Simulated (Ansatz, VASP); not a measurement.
CsNaP2: VASP beside Ansatz

File INCAR:

```
SYSTEM = CsNaP2
PREC     = Accurate       ! precision mode
ENCUT    = 600            ! plane-wave cutoff, eV
EDIFF    = 1E-6           ! SCF threshold, eV
ISMEAR   = 0              ! smearing method
SIGMA    = 0.1            ! smearing width, eV
LREAL    = .False.        ! projectors in reciprocal space
LASPH    = .True.         ! aspherical terms in the spheres
NELM     = 60             ! most SCF steps
ALGO     = Normal         ! electronic algorithm
ISIF     = 3              ! what is computed and relaxed
LWAVE    = .False.        ! write WAVECAR
LCHARG   = .False.        ! write CHGCAR
GGA      = PE             ! functional
IBRION   = 2              ! ionic algorithm
NSW      = 90             ! ionic steps
EDIFFG   = -0.04          ! ionic threshold
```

KPOINTS

```
Automatic mesh
0
Gamma
  4 4 4
  0 0 0
```

The input POSCAR:

```
CsNaP2
1.0
    4.0501346348      0.0000000000      0.0000000000
    0.0000000000      4.0501346348      0.0000000000
    0.0000000000      0.0000000000      7.0624262440
Cs Na P
1 1 2
Direct
    0.0000000000      0.0000000000      0.5000000000
    0.0000000000      0.0000000000      0.0000000000
    0.5000000000      0.5000000000      0.1467831413
    0.5000000000      0.5000000000      0.8532168587
```

Input for Ansatz:

```yaml
crystal:
  lattice:
    - [4.0501346348, 0.0, 0.0]
    - [0.0, 4.0501346348, 0.0]
    - [0.0, 0.0, 7.062426244]
  atoms:
    - { symbol: Cs, position: [0.0, 0.0, 0.5] }
    - { symbol: Na, position: [0.0, 0.0, 0.0] }
    - { symbol: P, position: [0.5, 0.5, 0.1467831413] }
    - { symbol: P, position: [0.5, 0.5, 0.8532168587] }
basis:
  ecutwfc: 420
kpoints:
  mp_grid: { grid: [4, 4, 4] }
hamiltonian:
  xc: pbe
scf:
  occupations: { method: gaussian, width: 0.1 }
  lower_state_search: "off"
output:
  forces: true
  stress: true
  eigenvalues: true
relax:
  adjacent_minimum: "off"
  f_tol: 0.04
  max_steps: 70
  cell: { stress_tol: 0.4 }
```

Alike in both runs: task relaxation of cell and atoms; functional PBE; k mesh 4 × 4 × 4; occupations gaussian, width 0.1 eV; no spin polarisation.

|  | VASP | Ansatz |
| --- | --- | --- |
| version | VASP 6.6.1 | Ansatz 0.2.0 |
| potentials or method | VASP PAW PBE potentials, release 64 (Cs_sv, Na_pv, P) | scalar-relativistic, plane waves, PAW |
| plane-wave cutoff (eV) | 600 | 420 |
| valence electrons in the cell | 26 | 28 |

```tsv
	VASP	Ansatz	Ansatz less VASP
gap on the k mesh at the Fermi level, each at its own relaxed structure (eV)	none	none	-
relaxed volume (Å³/atom)	29.52	29.18	-0.342
relaxed cell length with the largest relative difference (Å)	4.070	4.054	-0.0161
```

A gap of «none» marks a metal or a gap that the smearing closes. The two sets of potentials don't hold the same shells in valence.

Caveats: the k mesh is coarse (spacing up to 0.39 Å⁻¹), so the values aren't converged. The runs have no spin-orbit coupling, so splittings on Cs are missing.
